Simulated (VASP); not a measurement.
Method: PBEsol GGA, VASP's PBE PAW potentials (set 64) (plane waves; VASP).

VASP input:

INCAR:
```
SYSTEM=RuSb
PREC=Accurate; ENCUT=400; LREAL=.False.
LASPH=.True.
EDIFF=1E-6; NELM=100; ALGO=Normal
LMAXMIX=4
ISMEAR=1; SIGMA=0.1
GGA=PS
IBRION=2; NSW=60; ISIF=3
EDIFFG=-0.01
LWAVE=.False.; LCHARG=.False.
```

**KPOINTS**
```
K-points
0
gamma
 9 9 9
0 0 0
```

File POSCAR:
```
RuSb
1.0
  0.0000000000   3.2908970000   3.2908970000
  3.2908970000   0.0000000000   3.2908970000
  3.2908970000   3.2908970000   0.0000000000
Ru Sb
1 1
Cartesian
  0.0000000000   0.0000000000   0.0000000000
  1.6454485000   1.6454485000   1.6454485000
```

POTCAR, in this order: Ru_pv Sb (PBE.64 set). Program: vasp_std.

The run wrote:

OUTCAR:
```
 ion  position               nearest neighbor table
   1  0.000  0.000  0.000-   2 2.85   2 2.85   2 2.85   2 2.85
   2  0.250  0.250  0.250-   1 2.85   1 2.85   1 2.85   1 2.85
  LATTYP: Found a face centered cubic cell.
 ALAT       =     6.5817940000
 Subroutine PRICEL returns:
 Original cell was already a primitive cell.
 Subroutine GETGRP returns: Found 24 space group operations
The static configuration has the point symmetry T_d .
The dynamic configuration has the point symmetry T_d .
 Subroutine INISYM returns: Found 24 space group operations
 Subroutine IBZKPT returns following result:
 Found     35 irreducible k-points:

 Following reciprocal coordinates:
            Coordinates               Weight
  0.000000  0.000000  0.000000      1.000000
  0.111111  0.000000  0.000000      8.000000
  0.222222  0.000000  0.000000      8.000000
  0.333333  0.000000  0.000000      8.000000
  0.444444  0.000000  0.000000      8.000000
  0.111111  0.111111  0.000000      6.000000
  0.222222  0.111111  0.000000     24.000000
  0.333333  0.111111  0.000000     24.000000
  0.444444  0.111111  0.000000     24.000000
...
```

File OSZICAR:
```
       N       E                     dE             d eps       ncg     rms          rms(c)
DAV:   1     0.692393830223E+02    0.69239E+02   -0.87504E+03  1190   0.973E+02
DAV:   2    -0.976100748105E+01   -0.79000E+02   -0.76560E+02  1060   0.237E+02
DAV:   3    -0.120817709571E+02   -0.23208E+01   -0.22180E+01  1143   0.394E+01
DAV:   4    -0.121200067025E+02   -0.38236E-01   -0.38219E-01  1171   0.538E+00
DAV:   5    -0.121206203859E+02   -0.61368E-03   -0.61365E-03  1175   0.577E-01    0.494E+00
DAV:   6    -0.121593053233E+02   -0.38685E-01   -0.20380E+00   910   0.130E+01    0.351E+00
DAV:   7    -0.119330721917E+02    0.22623E+00   -0.94817E-01   910   0.797E+00    0.187E+00
DAV:   8    -0.119128908464E+02    0.20181E-01   -0.77307E-02   940   0.273E+00    0.279E-01
DAV:   9    -0.119126535295E+02    0.23732E-03   -0.13873E-03  1100   0.349E-01    0.199E-01
DAV:  10    -0.119126091942E+02    0.44335E-04   -0.57090E-04   980   0.199E-01    0.343E-02
DAV:  11    -0.119126222973E+02   -0.13103E-04   -0.14806E-05  1048   0.290E-02    0.738E-03
DAV:  12    -0.119126259254E+02   -0.36281E-05   -0.51992E-06   975   0.168E-02    0.363E-03
DAV:  13    -0.119126261057E+02   -0.18036E-06   -0.13803E-07   600   0.304E-03
   1 F= -.11912626E+02 E0= -.11913132E+02  d E =-.119126E+02
       N       E                     dE             d eps       ncg     rms          rms(c)
DAV:   1    -0.112050964438E+03   -0.10014E+03   -0.17802E+03   910   0.455E+02    0.114E+02
DAV:   2    -0.167831989040E+02    0.95268E+02   -0.37801E+02   910   0.227E+02    0.351E+01
DAV:   3    -0.144177940515E+02    0.23654E+01   -0.15866E+01  1105   0.455E+01    0.166E+01
DAV:   4    -0.128489247142E+02    0.15689E+01   -0.10014E+01   960   0.358E+01    0.126E+01
DAV:   5    -0.126554626064E+02    0.19346E+00   -0.18914E+00   970   0.154E+01    0.481E+00
DAV:   6    -0.126593235696E+02   -0.38610E-02   -0.52677E-02  1135   0.214E+00    0.517E+00
DAV:   7    -0.126618888589E+02   -0.25653E-02   -0.37689E-02   980   0.215E+00    0.717E+00
DAV:   8    -0.126716733949E+02   -0.97845E-02   -0.24930E-01   920   0.346E+00    0.630E+00
DAV:   9    -0.126611299161E+02    0.10543E-01   -0.11403E-02  1055   0.985E-01    0.456E+00
DAV:  10    -0.126559078790E+02    0.52220E-02   -0.49263E-03   950   0.519E-01    0.261E+00
DAV:  11    -0.126531983239E+02    0.27096E-02   -0.36763E-03   940   0.381E-01    0.918E-01
DAV:  12    -0.126528541427E+02    0.34418E-03   -0.60300E-04  1060   0.157E-01    0.229E-01
DAV:  13    -0.126528281764E+02    0.25966E-04   -0.10788E-04   990   0.688E-02    0.602E-02
DAV:  14    -0.126528289181E+02   -0.74170E-06   -0.24676E-06  1052   0.129E-02
   2 F= -.12652829E+02 E0= -.12652444E+02  d E =-.740203E+00
       N       E                     dE             d eps       ncg     rms          rms(c)
DAV:   1    -0.329896399255E+02   -0.20337E+02   -0.29361E+02   910   0.234E+02    0.494E+01
DAV:   2    -0.186553473875E+02    0.14334E+02   -0.16796E+02   910   0.130E+02    0.198E+01
DAV:   3    -0.135887276123E+02    0.50666E+01   -0.19961E+01   910   0.409E+01    0.173E+01
DAV:   4    -0.135842101856E+02    0.45174E-02   -0.49066E-01  1060   0.748E+00    0.135E+01
DAV:   5    -0.135280422378E+02    0.56168E-01   -0.32948E-01   950   0.333E+00    0.415E+00
DAV:   6    -0.135339820340E+02   -0.59398E-02   -0.21452E-02  1070   0.104E+00    0.168E+00
DAV:   7    -0.135360133910E+02   -0.20314E-02   -0.22238E-03  1124   0.334E-01    0.575E-01
DAV:   8    -0.135362231812E+02   -0.20979E-03   -0.43724E-04  1110   0.180E-01    0.625E-02
DAV:   9    -0.135362326712E+02   -0.94901E-05   -0.35442E-05  1202   0.491E-02    0.205E-02
DAV:  10    -0.135362306760E+02    0.19952E-05   -0.13947E-05  1015   0.389E-02    0.667E-03
DAV:  11    -0.135362301142E+02    0.56176E-06   -0.73676E-07   470   0.108E-02
   3 F= -.13536230E+02 E0= -.13536277E+02  d E =-.162360E+01
       N       E                     dE             d eps       ncg     rms          rms(c)
DAV:   1    -0.135705007534E+02   -0.34270E-01   -0.46507E-01   910   0.870E+00    0.150E+00
DAV:   2    -0.135530618519E+02    0.17439E-01   -0.29158E-01   910   0.564E+00    0.922E-01
DAV:   3    -0.135387029673E+02    0.14359E-01   -0.46946E-02   910   0.225E+00    0.154E-01
DAV:   4    -0.135384360703E+02    0.26690E-03   -0.27506E-03   935   0.403E-01    0.755E-02
DAV:   5    -0.135384479314E+02   -0.11861E-04   -0.43790E-05  1060   0.609E-02    0.656E-02
DAV:   6    -0.135384646889E+02   -0.16758E-04   -0.24034E-05  1015   0.341E-02    0.133E-02
DAV:   7    -0.135384640767E+02    0.61219E-06   -0.95929E-07   726   0.811E-03
   4 F= -.13538464E+02 E0= -.13538515E+02  d E =-.162584E+01
       N       E                     dE             d eps       ncg     rms          rms(c)
DAV:   1    -0.135633261357E+02   -0.24861E-01   -0.36440E-01   910   0.772E+00    0.133E+00
DAV:   2    -0.135494190158E+02    0.13907E-01   -0.22610E-01   910   0.498E+00    0.808E-01
DAV:   3    -0.135384992945E+02    0.10920E-01   -0.35638E-02   910   0.196E+00    0.136E-01
DAV:   4    -0.135382927369E+02    0.20656E-03   -0.21454E-03   935   0.354E-01    0.663E-02
DAV:   5    -0.135383010806E+02   -0.83437E-05   -0.34797E-05  1055   0.543E-02    0.579E-02
DAV:   6    -0.135383144895E+02   -0.13409E-04   -0.18461E-05  1015   0.300E-02    0.115E-02
DAV:   7    -0.135383139818E+02    0.50778E-06   -0.78808E-07   693   0.739E-03
   5 F= -.13538314E+02 E0= -.13538366E+02  d E =-.162569E+01
       N       E                     dE             d eps       ncg     rms          rms(c)
DAV:   1    -0.135801183889E+02   -0.41804E-01   -0.60317E-01   910   0.997E+00    0.166E+00
DAV:   2    -0.135586757250E+02    0.21443E-01   -0.40475E-01   910   0.660E+00    0.107E+00
DAV:   3    -0.135384797102E+02    0.20196E-01   -0.62430E-02   910   0.258E+00    0.163E-01
DAV:   4    -0.135381391284E+02    0.34058E-03   -0.38936E-03   940   0.440E-01    0.714E-02
DAV:   5    -0.135381259039E+02    0.13225E-04   -0.10185E-04  1020   0.955E-02    0.650E-02
DAV:   6    -0.135381384227E+02   -0.12519E-04   -0.24559E-05  1045   0.371E-02    0.894E-03
DAV:   7    -0.135381373314E+02    0.10914E-05   -0.64884E-06  1060   0.229E-02    0.778E-03
DAV:   8    -0.135381371731E+02    0.15822E-06   -0.48798E-07   455   0.759E-03
   6 F= -.13538137E+02 E0= -.13538187E+02  d E =0.176809E-03
       N       E                     dE             d eps       ncg     rms          rms(c)
DAV:   1    -0.135514312864E+02   -0.13294E-01   -0.18569E-01   910   0.551E+00    0.943E-01
DAV:   2    -0.135444573362E+02    0.69740E-02   -0.11691E-01   910   0.358E+00    0.581E-01
DAV:   3    -0.135387392984E+02    0.57180E-02   -0.18525E-02   910   0.141E+00    0.958E-02
DAV:   4    -0.135386365755E+02    0.10272E-03   -0.11160E-03   935   0.253E-01    0.463E-02
DAV:   5    -0.135386402749E+02   -0.36994E-05   -0.18744E-05  1055   0.398E-02    0.409E-02
DAV:   6    -0.135386477916E+02   -0.75168E-05   -0.89923E-06  1020   0.210E-02    0.751E-03
DAV:   7    -0.135386475048E+02    0.28681E-06   -0.39920E-07   525   0.547E-03
   7 F= -.13538648E+02 E0= -.13538699E+02  d E =-.333523E-03
```

### OUTCAR
```
------------------------ aborting loop because EDIFF is reached ----------------------------------------
  FORCE on cell =-STRESS in cart. coord.  units (eV):
  Direction    XX          YY          ZZ          XY          YZ          ZX
  --------------------------------------------------------------------------------------
  Total        0.0012610      0.0012610      0.0012610     -0.0000000     -0.0000000      0.0000000
  in kB        0.0410697      0.0410697      0.0410697     -0.0000000     -0.0000000      0.0000000
  external PRESSURE =       0.0410697 kB  Pullay stress =       0.0000000 kB
  volume of cell :       49.19
      direct lattice vectors                 reciprocal lattice vectors
    -0.000000000  2.908211396  2.908211396    -0.171926979  0.171926979  0.171926979
     2.908211396  0.000000000  2.908211396     0.171926979 -0.171926979  0.171926979
     2.908211396  2.908211396 -0.000000000     0.171926979  0.171926979 -0.171926979
 POSITION                                       TOTAL-FORCE (eV/Angst)
 -----------------------------------------------------------------------------------
      0.00000      0.00000      0.00000         0.000000      0.000000      0.000000
      1.45411      1.45411      1.45411        -0.000000     -0.000000     -0.000000
 -----------------------------------------------------------------------------------
    total drift:                                0.000000      0.000000      0.000000
  FREE ENERGIE OF THE ION-ELECTRON SYSTEM (eV)
  ---------------------------------------------------
  free  energy   TOTEN  =       -13.5386475048 eV

  energy  without entropy=      -13.5388016603  energy(sigma->0) =      -13.53869889

 reached required accuracy - stopping structural energy minimisation
```
(Selected blocks of OUTCAR.)

File CONTCAR:
```
RuSb
   1.00000000000000
    -0.0000000000000000    2.9082113962758642    2.9082113962758642
     2.9082113962758642    0.0000000000000000    2.9082113962758642
     2.9082113962758642    2.9082113962758642   -0.0000000000000000
  Ru              Sb
     1     1
Direct
     0.0000000000000000    0.0000000000000000    0.0000000000000000
     0.2500000000000000    0.2500000000000000    0.2500000000000000
```

Energy and stress use the plane-wave basis of the starting cell.

The structure was generated: RuSb was put into the zinc blende type (F-43m), which need not be its known phase. This run relaxes it. Symmetry was kept, so distortions that lower it aren't found. The electron count is odd and the run is not spin-polarised, which forces a metal.
